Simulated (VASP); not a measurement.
# HfIn4SiO6 under changes of volume

One of the cells (19.324 Å³/atom); the others are scaled copies at fixed shape and fractional positions:

```
Hf In Si O
1.0
     3.25162   -5.61462   -0.02486
     3.25162    5.61462   -0.02486
    -1.50055    0.00000    6.36216
Hf In Si O
1 4 1 6
Direct
  0.10178 0.10178 0.00912
  0.79222 0.48204 0.00818
  0.48204 0.79222 0.00818
  0.54472 0.21983 0.48398
  0.21983 0.54472 0.48398
  0.85433 0.85433 0.44523
  0.83500 0.58822 0.38104
  0.58822 0.83500 0.38104
  0.02899 0.02899 0.29500
  0.97920 0.97920 0.69555
  0.42852 0.14514 0.07435
  0.14514 0.42852 0.07435
```

The cell was built by a generator and needn't be a form met in nature.

```yaml
Program: VASP 6.6.1
Functional: PBE
Potentials_or_basis: VASP PAW PBE potentials, release 64 (Hf_pv, In_d, Si, O)
Cutoff: 520 eV
k_mesh: 5 × 5 × 4
Occupations: fermi-dirac, width 0.05 eV
Spin: no spin polarisation
```

| volume (Å³/atom) | energy over the lowest point (meV/atom) | pressure (GPa) | gap on the mesh (eV) | largest force (eV/Å) |
| --- | --- | --- | --- | --- |
| 17.808 | 18.00 | 5.9 | 0.46 | 1.022 |
| 18.187 | 6.45 | 3.6 | 0.52 | 0.676 |
| 18.566 | 0.00 | 1.6 | 0.58 | 0.353 |
| 19.324 | 0.44 | -1.9 | 0.69 | 0.379 |
| 19.703 | 6.44 | -3.4 | 0.74 | 0.636 |
| 20.081 | ? | ? | ? | ? |

**Question.** What does the run at 20.081 Å³/atom give?

**Answer.** Energy over the lowest point 15.78 meV/atom; pressure -4.7 GPa; gap on the mesh 0.79 eV; largest force 0.876 eV/Å.

Worked out: A Birch-Murnaghan fit of order 3 (a polynomial in V^(-2/3)) to the other rows has its minimum at 18.92 Å³/atom with B0 = V·E''(V) = 88 GPa and B' = 4.3 at fixed shape and positions, which overstates the stiffness. It gives 15.76 meV/atom at 20.081 Å³/atom, against the run's 15.78, and -dE/dV = -4.6 GPa, against -4.7. A straight line through the other rows of the gap, of slope 2.77 eV per unit of ln V, extrapolates to 0.80 eV, against the run's 0.79.

Energies are extrapolated to zero smearing.

Caveats: spin-orbit coupling is left out, which moves the levels of the heavy elements; an odd mesh through Γ misses points on the zone boundary, where band edges often lie; forces of over 1 eV/Å show positions far from the minimum, so gaps and moduli don't describe the material at rest (some runs).
